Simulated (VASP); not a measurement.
An input for Quantum ESPRESSO's pw.x (written as the equivalent of a VASP run, and not itself run):

```
&CONTROL
  calculation = 'scf'
  pseudo_dir = './pseudo'
  outdir = './out'
  tprnfor = .true.
  tstress = .true.
/
&SYSTEM
  ibrav = 0
  nat = 3
  ntyp = 2
  ecutwfc = 102
  occupations = 'smearing'
  smearing = 'gaussian'
  degauss = 0.000735
  input_dft = 'pbe'
/
&ELECTRONS
  conv_thr = 7.3e-08
  electron_maxstep = 100
/
ATOMIC_SPECIES
  Cd 112.414 Cd.upf
  I 126.904 I.upf
CELL_PARAMETERS angstrom
     4.2910100    0.0000000    0.0000000
    -2.1455050    3.7161240    0.0000000
     0.0000000    0.0000000    7.3035800
ATOMIC_POSITIONS crystal
  Cd   0.0025040 -0.0002650 -0.0062300
  I    0.3443060  0.6739010  0.2460840
  I    0.6531890  0.3263630  0.7601460
K_POINTS automatic
  5 5 3 0 0 0
```

### Question
Write the VASP files for the same calculation (PBE).

### Answer
Several could match; the one computed here: 
**INCAR**
```
SYSTEM=CdI2
PREC=Accurate; ENCUT=300; LREAL=.FALSE.
LASPH=.TRUE.
EDIFF=1E-6; NELM=100; ALGO=Normal
LMAXMIX=4
ISMEAR=0; SIGMA=0.01
GGA=PE
ISIF=2
LWAVE=.FALSE.; LCHARG=.FALSE.
```

KPOINTS:
```
Automatic
0
G
  5 5 3
0 0 0
```

POSCAR:
```
CdI2
1
    4.2910100000     0.0000000000     0.0000000000
   -2.1455050000     3.7161240000     0.0000000000
    0.0000000000     0.0000000000     7.3035800000
Cd I
1 2
Direct
  0.0025040000  -0.0002650000  -0.0062300000
  0.3443060000   0.6739010000   0.2460840000
  0.6531890000   0.3263630000   0.7601460000
```

POTCAR, in this order: Cd I (PBE.64 set). Program: vasp_std.

Limits of the translation: the potentials are each code's own (VASP's PAW set, PseudoDojo norm-conserving files in pw.x), so ENCUT and ecutwfc are chosen apart and not converted; conv_thr bounds pw.x's estimated SCF error, while EDIFF bounds the energy change between steps.

The structure comes from a computed database's CdI2 entry; how it stands against other phases isn't given here. The cell was not relaxed at this level, atoms are displaced from their ideal sites.
